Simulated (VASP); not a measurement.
Input:

```xyz
4
Lattice="0.0000 1.8950 1.8950 1.8950 0.0000 1.8950 7.5768 7.5768 0.0031" Properties=species:S:1:pos:R:3 pbc="T T T"
Rh     1.8962     1.8962     3.7887
Rh     3.7892     1.8942     1.8958
Rh     3.7872     3.7872     0.0028
Ir     7.5776     5.6826     1.8973
```

Method: PBEsol GGA, VASP's PBE PAW potentials (set 64) (plane waves; VASP). Run with 400 eV cut-off, Gaussian smearing of 0.050 eV, potentials Rh_pv Ir.

Q: Give the energies of bands 18 to 31 at the high-symmetry points, in eV from the Fermi level.

A: 
```
band      Γ      T     H2      L     S0      F
----  -----  -----  -----  -----  -----  -----
18    -3.31  -3.13  -3.55  -3.11  -3.55  -3.43
19    -3.31  -3.13  -3.54  -2.83  -3.49  -2.90
20    -3.24  -3.11  -3.24  -2.07  -3.36  -2.87
21    -2.90  -3.11  -3.19  -1.87  -3.13  -1.71
22    -2.90  -2.95  -1.61  -0.93  -1.60  -1.61
23    -2.87  -2.95  -1.54  -0.76  -1.49   0.26
24    -2.87  -1.69  -1.37  -0.13  -1.44   0.55
25    -1.04  -1.44  -1.29   0.04  -1.29   0.63
26    -1.04  -1.17   0.04   0.59  -0.02   0.66
27    -0.98  -1.17   0.12   0.64   0.20   0.68
28    -0.98  -1.15   0.36   0.83   0.31   0.96
29    -0.77  -1.15   0.52   1.41   0.56   1.17
30    -0.77   0.04   5.75   2.54   5.74   1.44
31     0.30   0.04   6.73   3.12   6.76   2.80
```

It has no gap at this level: it comes out as a metal or semimetal.

The structure was generated: IrRh3 was put into an ordered model structure (R-3m), which need not be its known phase. It was relaxed first.
